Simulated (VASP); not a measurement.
OSZICAR of a VASP run on CuZn (CsCl type):

OSZICAR:
```
       N       E                     dE             d eps       ncg     rms          rms(c)
DAV:   1     0.100798100976E+03    0.10080E+03   -0.10158E+04   256   0.212E+03
DAV:   2    -0.305884775930E+01   -0.10386E+03   -0.10111E+03   240   0.301E+02
DAV:   3    -0.583168202251E+01   -0.27728E+01   -0.26746E+01   317   0.663E+01
DAV:   4    -0.584871212575E+01   -0.17030E-01   -0.17027E-01   254   0.443E+00
DAV:   5    -0.584893833719E+01   -0.22621E-03   -0.22621E-03   338   0.577E-01    0.102E+01
DAV:   6    -0.583041296365E+01    0.18525E-01   -0.19592E+01   247   0.118E+02    0.675E+00
DAV:   7    -0.467032149871E+01    0.11601E+01   -0.44924E+00   268   0.132E+02    0.230E+00
DAV:   8    -0.467716548145E+01   -0.68440E-02   -0.30043E-01   328   0.834E+00    0.144E+00
DAV:   9    -0.466605875999E+01    0.11107E-01   -0.28580E-02   296   0.462E+00    0.675E-02
DAV:  10    -0.466605329897E+01    0.54610E-05   -0.92963E-04   360   0.760E-01    0.304E-02
DAV:  11    -0.466604817891E+01    0.51201E-05   -0.12236E-04   318   0.296E-01    0.182E-02
DAV:  12    -0.466604577195E+01    0.24070E-05   -0.10687E-05   326   0.886E-02    0.220E-03
DAV:  13    -0.466604565918E+01    0.11277E-06   -0.42409E-07   204   0.863E-03
   1 F= -.46660457E+01 E0= -.46661814E+01  d E =0.407288E-03
```

Which electronic solver shows in the log?

It is blocked Davidson (ALGO = Normal, or the opening steps of other solvers). The INCAR had ALGO = Normal.

Can the final energy be trusted as converged?

The run converged. It stopped with EDIFF = 1E-6, NELM = 100 (PBE GGA, plane waves, VASP's PBE PAW potentials (set 64)).

The compound is CuZn in the CsCl type structure. The cell was not relaxed at this level, atoms are displaced from their ideal sites. The k-mesh is coarse (spacing up to 0.73 per Å, 2π included), so the numbers may not be converged in it. The run is one of a series of settings (KPOINTS 3×3×3 Γ-centred mesh against the base run), some of them coarse on purpose. The electron count is odd and the run is not spin-polarised, which forces a metal.
